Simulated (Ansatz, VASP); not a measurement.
## InF: VASP beside Ansatz

```
CELL_PARAMETERS angstrom
3.22811 0.00000 0.00000
0.00000 3.22811 0.00000
0.00000 0.00000 3.22811
ATOMIC_POSITIONS crystal
In 0.00000 0.00000 0.00000
F 0.50000 0.50000 0.50000
```

The cell comes from a database or a generator and needn't be the stable form of this composition.

Alike in both runs: task single point; functional LDA; k mesh 6 × 6 × 6; occupations gaussian, width 0.05 eV; no spin polarisation.

|  | VASP | Ansatz |
| --- | --- | --- |
| version | VASP 6.6.1 | Ansatz 0.2.0 |
| potentials or method | VASP PAW LDA potentials, release 64 (In_d, F) | scalar-relativistic, plane waves, PAW |
| plane-wave cutoff (eV) | 520 | 420 |
| valence electrons in the cell | 20 | 20 |

Ansatz gave:

```
gap on the k mesh at the Fermi level (eV) : none
pressure (GPa)                            : -0.6
```

Question: What did VASP give for the same quantities?

Answer: gap on the k mesh at the Fermi level (eV): none; pressure (GPa): -0.7.

A gap of «none» marks a metal or a gap that the smearing closes.
